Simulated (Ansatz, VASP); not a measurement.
## In in two plane-wave programs

One calculation is typed for both programs; each brings its own data sets. How far apart do they land? The cell is taken from a series of runs on this material, whose earlier steps may have relaxed, scaled, displaced or heated it; both programs get it as it stands.

Method: plane waves, with VASP 6.6.1 beside it; relaxation of cell and atoms at PBE, in Ansatz 0.2.0.

## (1) Starting point

The structure is tetragonal, space group I4/mmm (No. 139). Conventional cell: a = 3.297 Å, b = 3.297 Å, c = 5.060 Å, α = 90.00°, β = 90.00°, γ = 90.00°. Nearest to In lie 12 In at 3.30 to 3.44 Å.

Coordinates:

```xyz
1
Lattice="-1.6483 1.6483 2.5299 1.6483 -1.6483 2.5299 1.6483 1.6483 -2.5299" Properties=species:S:1:pos:R:3 pbc="T T T"
In    0.0000    0.0000    0.0000
```

## (2) VASP: relaxation of cell and atoms, PBE

The relaxed volume is the usual yardstick between codes: in a stiff, nearly cubic crystal its relative difference is about their pressure difference at one cell divided by the bulk modulus.

Lines of VASP's logs that name or quote its potential files are left out, and so is its time.

The input, INCAR:

```
SYSTEM = In
PREC = Accurate
ENCUT = 500
EDIFF = 1E-07
NELM = 120
ISMEAR = -1
SIGMA = 0.15
LREAL = .FALSE.
ALGO = Normal
GGA = PE
NBANDS = 12
LORBIT = 11
LWAVE = .FALSE.
LCHARG = .FALSE.
ISIF = 3
IBRION = 2
NSW = 80
EDIFFG = -0.005
LASPH = .TRUE.
GGA_COMPAT = .FALSE.
NELMIN = 4
```

The input, POSCAR:

```
In
1.0
   -1.6483080000      1.6483080000      2.5298730000
    1.6483080000     -1.6483080000      2.5298730000
    1.6483080000      1.6483080000     -2.5298730000
In
1
Direct
    0.0000000000      0.0000000000      0.0000000000
```

The input, KPOINTS:

```
Automatic mesh
0
Gamma
22 22 22
0 0 0
```

The projector-augmented-wave data sets are In_d (PBE family, release 64).

The run is started by

```
mpirun -np 1 vasp_std
```

Numbers of over 12 decimals in the logs are rounded to 6 here.

The program printed:

```text
[banner, memory and clock lines left out]
running    1 mpi-ranks, on    1 nodes
 distrk:  each k-point on    1 cores,    1 groups
 distr:  one band on    1 cores,    1 groups

 POSCAR found type information on POSCAR In
 POSCAR found :  1 types and       1 ions
 LDA part: xc-table for (Slater+PW92), standard interpolation
 POSCAR, INCAR and KPOINTS ok, starting setup
 FFT: planning ... GRIDC
 FFT: planning ... GRID_SOFT
 FFT: planning ... GRID
 WAVECAR not read
 entering main loop
       N       E                     dE             d eps       ncg     rms          rms(c)
DAV:   1     0.773515388356E+02    0.77352E+02   -0.61054E+03 20300   0.131E+03
DAV:   2     0.118586246003E+01   -0.76166E+02   -0.74260E+02 20948   0.286E+02
DAV:   3    -0.251238837363E+01   -0.36983E+01   -0.36875E+01 23900   0.638E+01
DAV:   4    -0.259749967130E+01   -0.85111E-01   -0.85087E-01 25280   0.976E+00
DAV:   5    -0.260132908041E+01   -0.38294E-02   -0.38293E-02 27732   0.180E+00    0.207E+00
DAV:   6    -0.258117194205E+01    0.20157E-01   -0.33168E-02 25532   0.363E+00    0.103E+00
DAV:   7    -0.257742929919E+01    0.37426E-02   -0.10557E-02 26044   0.188E+00    0.237E-01
DAV:   8    -0.257722949172E+01    0.19981E-03   -0.83096E-04 27700   0.477E-01    0.311E-02
DAV:   9    -0.257723654100E+01   -0.70493E-05   -0.12552E-05 27616   0.470E-02    0.138E-02
DAV:  10    -0.257723731097E+01   -0.76998E-06   -0.11926E-06 22612   0.108E-02    0.169E-03
DAV:  11    -0.257723730398E+01    0.69940E-08   -0.38753E-08 17604   0.193E-03
   1 F= -.25772373E+01 E0= -.25597615E+01  d E =-.257724E+01
[... from here on, the cycles between the ionic steps are left out ...]
   2 F= -.25772622E+01 E0= -.25597601E+01  d E =-.248982E-04
   3 F= -.25772810E+01 E0= -.25597485E+01  d E =-.436804E-04
   4 F= -.25772893E+01 E0= -.25596946E+01  d E =-.519678E-04
   5 F= -.25772908E+01 E0= -.25597167E+01  d E =-.534492E-04
   6 F= -.25773082E+01 E0= -.25597298E+01  d E =-.174900E-04
   7 F= -.25773548E+01 E0= -.25597620E+01  d E =-.640119E-04
   8 F= -.25774237E+01 E0= -.25598011E+01  d E =-.132903E-03
   9 F= -.25774807E+01 E0= -.25598082E+01  d E =-.189925E-03
  10 F= -.25775049E+01 E0= -.25597884E+01  d E =-.242619E-04
  11 F= -.25775139E+01 E0= -.25597731E+01  d E =-.331802E-04
  12 F= -.25775226E+01 E0= -.25597333E+01  d E =-.418888E-04
 curvature: -10.35 expect dE=-0.263E-04 dE for cont linesearch -0.321E-07
 ZBRENT: bracketing found
 ZBRENT: interpolating
 opt :   2.0626  next Energy=    -2.577523 (dE=-0.419E-04)
 bond charge predicted
       N       E                     dE             d eps       ncg     rms          rms(c)
DAV:   1    -0.257752554999E+01   -0.29057E-05   -0.10773E-04 25332   0.119E-01    0.997E-03
DAV:   2    -0.257752321020E+01    0.23398E-05   -0.27439E-06 27560   0.338E-02    0.591E-03
DAV:   3    -0.257752223413E+01    0.97607E-06   -0.12173E-06 30656   0.287E-02    0.160E-03
DAV:   4    -0.257752232250E+01   -0.88372E-07   -0.13729E-07 12568   0.572E-03
  13 F= -.25775223E+01 E0= -.25597358E+01  d E =-.416444E-04
 curvature:  -7.42 expect dE=-0.652E-05 dE for cont linesearch -0.134E-07
 trial: gam= 0.17662 g(F)=  0.240E-59 g(S)=  0.880E-06 ort =-0.700E-06 (trialstep = 0.105E+01)
 search vector abs. value=  0.911E-05
 reached required accuracy - stopping structural energy minimisation
```

Parts of OUTCAR (step 2):

```text
ion  position               nearest neighbor table
   1  0.000  0.000  0.000-

  LATTYP: Found a body centered tetragonal cell.
 ALAT       =     3.2966160000
 C/A-ratio  =     1.5348302623

 Subroutine GETGRP returns: Found 16 space group operations
 (whereof 16 operations were pure point group operations)

The static configuration has the point symmetry D_4h.

 Found    834 irreducible k-points:

   k-points           NKPTS =    834   k-points in BZ     NKDIM =    834   number of bands    NBANDS=     12

   dimension x,y,z NGX =    28 NGY =   28 NGZ =   28
   dimension x,y,z NGXF=    56 NGYF=   56 NGZF=   56

   ENCUT  =  500.0 eV  36.75 Ry    6.06 a.u.   6.27  6.27  6.27*2*pi/ulx,y,z

   NELECT =      13.0000    total number of electrons

 k-points in reciprocal lattice and weights: Automatic mesh
   0.00000000  0.00000000  0.00000000       0.000
   0.04545455  0.00000000 -0.00000000       0.001
   0.09090909  0.00000000 -0.00000000       0.001
   0.13636364  0.00000000 -0.00000000       0.001
   0.18181818  0.00000000 -0.00000000       0.001
   0.22727273  0.00000000 -0.00000000       0.001
   0.27272727 -0.00000000  0.00000000       0.001
   0.31818182  0.00000000 -0.00000000       0.001
   0.36363636  0.00000000  0.00000000       0.001
[...]
-0.45454545 -0.45454545  0.45454545       0.000
   0.50000000  0.50000000  0.50000000       0.000

 average (electrostatic) potential at core
       1 -94.3503

 E-fermi :   6.9548

 k-point     1 :       0.0000    0.0000    0.0000
  band No.  band energies     occupation
    ...
      2      -7.6157      2.00000
      3      -7.6157      2.00000
      4      -7.5127      2.00000
      5      -7.4594      2.00000
      6      -2.2441      2.00000
      7      17.0394      0.00000
      8      17.0394      0.00000
      9      17.1384      0.00000
     10      18.3808      0.00000
     11      20.4757      0.00000
    ...

 k-point     2 :       0.0455    0.0000   -0.0000
  band No.  band energies     occupation
    ...
      2      -7.6153      2.00000
      3      -7.6126      2.00000
      4      -7.5127      2.00000
      5      -7.4603      2.00000
      6      -2.2007      2.00000
      7      16.4651      0.00000
      8      16.9731      0.00000
      9      17.0092      0.00000
     10      18.2273      0.00000
     11      20.6508      0.00000
    ...

 k-point     3 :       0.0909    0.0000   -0.0000
  band No.  band energies     occupation
    ...
      2      -7.6142      2.00000
      3      -7.6042      2.00000
      4      -7.5116      2.00000
      5      -7.4623      2.00000
      6      -2.0702      2.00000
      7      15.1462      0.00000
      8      16.7469      0.00000
      9      16.8002      0.00000
     10      18.1135      0.00000
     11      21.0327      0.00000
    ...

  Total       -0.0021030     -0.0021030     -0.0030640      0.0000000      0.0000000      0.0000000
  in kB       -0.1223258     -0.1223258     -0.1782265      0.0000000      0.0000000      0.0000000
  external PRESSURE =      -0.1409594 kB  Pullay stress =       0.0000000 kB

  energy-cutoff  :      500.00
  volume of cell :       27.54
      direct lattice vectors                 reciprocal lattice vectors
    -1.670500679  1.670500679  2.467610845     0.000000000  0.299311462  0.202625143
     1.670500679 -1.670500679  2.467610845     0.299311462  0.000000000  0.202625143
     1.670500679  1.670500679 -2.467610845     0.299311462  0.299311462 -0.000000000

 POSITION                                       TOTAL-FORCE (eV/Angst)
 -----------------------------------------------------------------------------------
      0.00000      0.00000     -0.00000        -0.000000      0.000000      0.000000
 -----------------------------------------------------------------------------------
    total drift:                               -0.000000     -0.000000      0.000000

  FREE ENERGIE OF THE ION-ELECTRON SYSTEM (eV)
  ---------------------------------------------------
  free  energy   TOTEN  =        -2.5775223225 eV

  energy  without entropy=       -2.5419493414  energy(sigma->0) =       -2.55973583

 reached required accuracy - stopping structural energy minimisation

 total charge
# of ion       s       p       d       tot
------------------------------------------
    1        1.005   0.462   9.846  11.314

[... 3 further parts left out ...]
```

CONTCAR:

```
In
   1.00000000000000
    -1.6705006793504045    1.6705006793504049    2.4676108447891978
     1.6705006793504045   -1.6705006793504040    2.4676108447891978
     1.6705006793504045    1.6705006793504040   -2.4676108447891978
  In
     1
Direct
     0.0000000000000000    0.0000000000000000    0.0000000000000000
```

The run keeps the 16 symmetry operations of its start, so it cannot find a distortion of lower symmetry.

## (3) Ansatz: relaxation of cell and atoms, PBE

Ansatz runs on its default PAW (the set named soft_2) files.

The same cell, functional, mesh and smearing now go to Ansatz, which takes its cutoff from its data sets.

The input, input.yaml:

```yaml
crystal:
  lattice:
    - [-1.6483075034, 1.6483075034, 2.5298725778]
    - [1.6483075034, -1.6483075034, 2.5298725778]
    - [1.6483075034, 1.6483075034, -2.5298725778]
  atoms:
    - { symbol: In, position: [0.0, 0.0, 0.0] }
kpoints:
  mp_grid: { grid: [22, 22, 22] }
hamiltonian:
  xc: pbe
scf:
  occupations: { method: fermi_dirac, width: 0.15 }
output:
  forces: true
  stress: true
  eigenvalues: true
  write_density: true
  write_potential: true
  elf: true
  volumetric_format: npy
relax:
  adjacent_minimum: "off"
  f_tol: 0.001
  max_steps: 60
  cell: { stress_tol: 0.01 }
```

The run is started by

```
ansatz run input.yaml --threads 8 --pin off --max-ram 14336MiB --backend cpu --events-out ev --progress --plain --runs-dir out
```

The program printed:

```text
Engine: ansatz 0.2.0, aarch64-unknown-linux-gnu
Pseudopotentials: kind: paw
Pseudopotential: In, paw, valence charge 13, recommended cutoff 420 eV (normal), In.paw.azcp
Functional definition: PBE
  parameter kappa = 0.804
  parameter beta = 0.066725
  exchange = pbe_x(kappa = kappa, mu = beta*pi^2/3)
  correlation = pbe_c(beta = beta)
Crystal: 1 atoms, lattice volume = 27.494 Å³
Basis set: ecut = 420 eV, 549 PW (Γ), exchange–correlation on 48×48×48 points (8 copies of the dense FFT grid, shifted against one another)
Bands: 11, of which v1, the nominal top of the filled ones, is band 7 counted from 1 (6 counted from 0)
Symmetry: 16 space group operations
Space group: I4/mmm (ITA 139), of the structure as read, at distance tolerance 3.0e-5 Å
k-points: 834 of 10648
Non-local potential: In, projectors of the file, l = 0: 2, l = 1: 2, l = 2: 2, l = 3: 2
PAW form: soft (Blöchl's): semilocal exchange-correlation on the pseudo side does not see the compensation charge
PAW one-centre angular grid: In, 590 points (default); XC on 64 Gauss nodes
Initial density: superposition of atomic densities (neutral atoms: chi_scale 0, normalization atom), corrected by the library's trained network
Initial wavefunctions: pseudopotential atomic-orbital guess
Functional: x = pbe(κ = 0.804, μ = 0.219515), c = pbe(β = 0.066725)
SCF iter   1: F=—  HF=-5597.863243 eV  |F-HF|=—  |Δ(HF+E_count)|=         —  Δρ=1.08e-3  dr2=1.91e-4  ethr=1.77e-3  ⟨swp⟩=5.0  Hψ=53779  notcnv=0
preconditioner: auto → none  [metal: Δε(μ)=0.013 eV  Ē_g=19.440 eV  σ=0.150 eV  W_gap=0.02  n_scr=8 (ndim 8)  ℏωp=25.5 eV  f_vac=0.000  D(μ)=0.46/eV (n_scr^D=0)  sad-step TF]
SCF iter   2: F=—  HF=-5597.862817 eV  |F-HF|=—  |Δ(HF+E_count)|=   4.26e-4  Δρ=5.50e-4  dr2=8.17e-5  ethr=1.47e-6  ⟨swp⟩=2.0  Hψ=20360  notcnv=0
SCF iter   3: F=—  HF=-5597.862855 eV  |F-HF|=—  |Δ(HF+E_count)|=   3.85e-5  Δρ=5.34e-4  dr2=5.18e-5  ethr=6.29e-7  ⟨swp⟩=2.0  Hψ=14516  notcnv=0
SCF iter   4: F=—  HF=-5597.862830 eV  |F-HF|=—  |Δ(HF+E_count)|=   2.50e-5  Δρ=1.57e-4  dr2=4.19e-6  ethr=3.99e-7  ⟨swp⟩=2.6  Hψ=15149  notcnv=0
SCF iter   5: F=—  HF=-5597.862829 eV  |F-HF|=—  |Δ(HF+E_count)|=   1.85e-6  Δρ=8.71e-5  dr2=1.30e-6  ethr=3.22e-8  ⟨swp⟩=2.0  Hψ=14509  notcnv=0
SCF iter   6: F=—  HF=-5597.862828 eV  |F-HF|=—  |Δ(HF+E_count)|=   5.65e-7  Δρ=3.94e-5  dr2=2.52e-7  ethr=9.97e-9  ⟨swp⟩=2.0  Hψ=13962  notcnv=0
SCF iter   7: F=-5597.862828 eV  HF=-5597.862828 eV  |F-HF|=1.50e-8  |Δ(HF+E_count)|=   1.44e-7  Δρ=8.68e-6  dr2=1.19e-8  ethr=7.69e-10  ⟨swp⟩=8.1  Hψ=48287  notcnv=0
SCF 1 converged in 7 iterations: F = -5597.862828 eV  dr2 = 1.19e-8
  greatest PAW one-centre occupation: 0.982 electrons in one spin orbital (limit 2), on the In atom at site 0 (counted from 0), in its partial waves of l = 2
relax step   1: F+E_penalty+E_count = -5597.86282786 eV  Δ(F+E_penalty+E_count) = +0.000e0 eV  max|allowed force component| = 0.000e0 eV/Å  Δτ_max = 0.0000 Å  P = +0.077 GPa  Ω = 27.494 Å³  (7 SCF iters, dr2 threshold 1.00e-7 eV, accepted)
[...]
relax step   2: F+E_penalty+E_count = -5597.86285632 eV  Δ(F+E_penalty+E_count) = -2.846e-5 eV  max|allowed force component| = 0.000e0 eV/Å  Δτ_max = 0.0000 Å  P = +0.016 GPa  Ω = 27.542 Å³  energy of the carried Pulay correction = -1.235e-5 eV  (3 SCF iters, dr2 threshold 3.90e-8 eV, accepted)
[...]
relax step   4: F+E_penalty+E_count = -5597.86300704 eV  Δ(F+E_penalty+E_count) = -8.707e-5 eV  max|allowed force component| = 0.000e0 eV/Å  Δτ_max = 0.0000 Å  P = +0.015 GPa  Ω = 27.540 Å³  energy of the carried Pulay correction = -1.304e-5 eV  (3 SCF iters, dr2 threshold 3.30e-8 eV, accepted)
[...]
relax step   5: F+E_penalty+E_count = -5597.86307322 eV  Δ(F+E_penalty+E_count) = -6.619e-5 eV  max|allowed force component| = 0.000e0 eV/Å  Δτ_max = 0.0000 Å  P = +0.020 GPa  Ω = 27.536 Å³  energy of the carried Pulay correction = -1.330e-5 eV  (4 SCF iters, dr2 threshold 3.10e-9 eV, accepted)
[...]
relax step   6: F+E_penalty+E_count = -5597.86308703 eV  Δ(F+E_penalty+E_count) = -1.380e-5 eV  max|allowed force component| = 0.000e0 eV/Å  Δτ_max = 0.0000 Å  P = +0.007 GPa  Ω = 27.548 Å³  energy of the carried Pulay correction = -1.709e-5 eV  (4 SCF iters, dr2 threshold 1.94e-9 eV, accepted)
[...]
relax step   7: F+E_penalty+E_count = -5597.86308619 eV  Δ(F+E_penalty+E_count) = +8.326e-7 eV  max|allowed force component| = 0.000e0 eV/Å  Δτ_max = 0.0000 Å  P = +0.001 GPa  Ω = 27.554 Å³  energy of the carried Pulay correction = -1.871e-5 eV  (5 SCF iters, accepted)
[...]
relax step   8: F+E_penalty+E_count = -5597.86310155 eV  Δ(F+E_penalty+E_count) = -1.536e-5 eV  max|allowed force component| = 0.000e0 eV/Å  Δτ_max = 0.0000 Å  P = -0.002 GPa  Ω = 27.554 Å³  stress off target by 1.91e-3 GPa  SCF on the basis re-selected at this cell (its energy is not comparable with the rows above)  (5 SCF iters)
basis re-selected at this cell: Δ(F+E_penalty+E_count) = -1.536e-5 eV, ΔP = -0.002 GPa vs the last step (what re-selecting the basis moved, of the pressure what is left beyond the Pulay correction that the steps carried, after the strain that the cell walked since its last selection, with what the two solves' SCF thresholds leave and, on support functions, any second-order correction that the steps lacked; it is no measure of the basis error at this ecutwfc). This SCF's stress stands 1.91e-3 GPa from its target on what of the cell is left free (relax.cell.stress_tol is 1.00e-2 GPa) and its largest allowed force component is 0.00e0 eV/Å (relax.f_tol is 1.00e-3 eV/Å): [rest of the remark cut]
SCF converged after 5 iterations
Free energy (F): -5597.863102 eV
Harris-Foulkes:  -5597.863102 eV  (|F-HF|=1.82e-12)
Internal energy: -5597.827465 eV  (E = F + TS)
E sigma→0 (E₀):  -5597.845284 eV
Entropy (-TS):   -0.035636 eV (-35.636 meV/atom)
Fermi energy:    9.551532 eV
--- Per-component energies (eV) ---
  E_band       = -31.890729
  E_kinetic    = 240.826783
  E_local      = -1106.408318  (includes V_loc(G=0)·N_el)
  E_nonlocal   = 366.033419
  E_hartree    = 433.038755
  E_xc         = -215.799542
  E_vxc        = -99.690990  (∫ρ·V_xc dr)
  E_paw        = -4151.996751  (= ΣΔE_a)
  E_vpaw       = -298.729150  (= ΣTr[D̂ρ^β])
  E_aug_tail   = 0.000025  (compensation charges beyond the density's cutoff)
  E_ewald      = -1163.521837
  E_smearing   = -0.035636  (= −TS)
  E_closure    = 0.000000  (closes the sum)
  Σ components = -5597.863102   (vs F -5597.863102, Δ=0.00e0)
--- Forces (eV/Å), atoms counted from 1 ---
  atom   1  In     0.00000000     0.00000000     0.00000000
  max |Σ_I F_I| component: 2.47e-32 eV/Å
--- Stress (GPa, compression-positive) ---
       -0.001914       0.000000      -0.000000
        0.000000      -0.001914      -0.000000
       -0.000000      -0.000000      -0.000924
  P = ⅓ Tr σ = -0.0016 GPa (-0.016 kbar)
--- Band table (eV; the first three rows and the last of 834) ---
  k-point 0: bands = [... 3 lower, -4.9143, -4.8661, 0.3543, 19.6345, 19.6345, 19.7260, 20.9640, 23.0598]
  k-point 1: bands = [... 3 lower, -4.9128, -4.8687, 0.4137, 19.2341, 19.3306, 19.3984, 20.6291, 23.5306]
  k-point 2: bands = [... 3 lower, -4.9112, -4.8743, 0.5921, 18.3878, 18.4962, 18.8141, 19.9890, 24.0152]
  k-point 833: bands = [... 3 lower, -4.7242, -4.7242, 6.9271, 7.2534, 13.8315, 13.8315, 17.0711, 17.2427]
--- Relaxed structure (7 steps of the walk, 7 accepted, 1 SCFs on fresh bases) ---
  F+E_penalty+E_count = -5597.86310155 eV   max|allowed force component| = 0.000e0 eV/Å   (the final SCF, on the basis selected at the relaxed cell)
  cell:  # Å, volume = 27.5538 Å³
    - [-1.672824, 1.672824, 2.461619]
    - [1.672824, -1.672824, 2.461619]
    - [1.672824, 1.672824, -2.461619]
  atoms:
    - { symbol: In, position: [0.0, 0.0, 0.0] }
```

In the SCF lines HF is the Harris–Foulkes energy and dr2 the Hartree energy of the density residual, in eV; the loop may stop once dr2 is under the threshold and the program's other checks hold. Hψ counts applications of the Hamiltonian.

## (4) Differences

Known differences besides the potentials themselves: the cutoff is 420 eV in Ansatz and 500 eV in VASP; Ansatz adds a Pulay correction to the stress that steers its cell, VASP none. Total energies have different zeros and are not compared.

The two programs side by side:

| quantity | Ansatz | VASP | difference |
| --- | --- | --- | --- |
| volume (Å³) | 27.55 | 27.54 | +0.03 % |
| edge a after relaxation, in the typed setting (Å) | 3.414 | 3.416 | -0.06 % |

## (5) Summary of results

| Item | Value |
| --- | --- |
| difference in edge a after relaxation, in the typed setting (relaxation of cell and atoms, PBE) | -0.061 % |

What this shows: The difference in edge a after relaxation, in the typed setting is -0.061 % (relaxation of cell and atoms, PBE), within the 1.2 % picked in this series as the mark of a large difference, as far as the stopping tolerances let one tell. Such differences can come from data sets, numerical settings and the points named under the comparisons, not from the functional's error against experiment.

[Lines on the potential files, build, host, timing and source positions are cut from VASP's logs without a mark.]

[Logs are printed without paths, hosts, clocks, repeated set-up lines and the standing remarks that a program may print on its own settings, such as how far it seeks lower states.]

[Hosts, paths, dates, database ids (printed as entryN), source tags and the programs' standing remarks are cut or masked in the printed files.]
